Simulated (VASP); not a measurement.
The input files of a VASP run:

### KPOINTS
```
Automatic mesh
0
Gamma
3 3 3
0 0 0
```

File POSCAR:
```
Mg2Ge
1
    0.0000000000     3.2024450000     3.2024450000
    3.2024450000     0.0000000000     3.2024450000
    3.2024450000     3.2024450000     0.0000000000
Mg Ge
2 1
Direct
  0.7500000000   0.7500000000   0.7500000000
  0.2500000000   0.2500000000   0.2500000000
  0.0000000000   0.0000000000   0.0000000000
```

### INCAR
```
SYSTEM  =  Mg2Ge
PREC  =  Accurate; ENCUT  =  300; LREAL  =  .False.
LASPH  =  .True.
EDIFF  =  1E-6; NELM  =  100; ALGO  =  Normal
LMAXMIX  =  4
ISMEAR  =  -1; SIGMA  =  0.136
GGA  =  PE
ISIF  =  2
LWAVE  =  .False.; LCHARG  =  .False.
```

POTCAR, in this order: Mg Ge_d (PBE.64 set). Program: vasp_std.

Q: Write an equivalent input for Ansatz.

A: One equivalent input (not run):
Ansatz 0.2 input:
```yaml
crystal:
  lattice:
    - [0.0000000, 3.2024450, 3.2024450]
    - [3.2024450, 0.0000000, 3.2024450]
    - [3.2024450, 3.2024450, 0.0000000]
  atoms:
    - { symbol: Mg, position: [0.7500000, 0.7500000, 0.7500000] }
    - { symbol: Mg, position: [0.2500000, 0.2500000, 0.2500000] }
    - { symbol: Ge, position: [0.0000000, 0.0000000, 0.0000000] }
kpoints:
  mp_grid: { grid: [3, 3, 3] }
hamiltonian:
  xc: pbe
  pseudopotentials: { kind: paw }
scf:
  occupations: { method: fermi_dirac, width: 0.136 }
  max_iter: 100
output: { forces: true, stress: true, eigenvalues: true }
```
What does not carry over: each code has its own PAW files, so the cut-off isn't converted (ENCUT is set for VASP's; basis.ecutwfc is left out, and Ansatz then takes the one that its files recommend); Ansatz stops its SCF on the density residual and VASP on the energy change (EDIFF).

The structure comes from a computed database's Mg2Ge entry; how it stands against other phases isn't given here. The cell was not relaxed at this level. The k-mesh is coarse (spacing up to 0.57 per Å, 2π included), so the numbers may not be converged in it. The run is one of a series of settings (KPOINTS 3×3×3 Γ-centred mesh against the base run), some of them coarse on purpose.
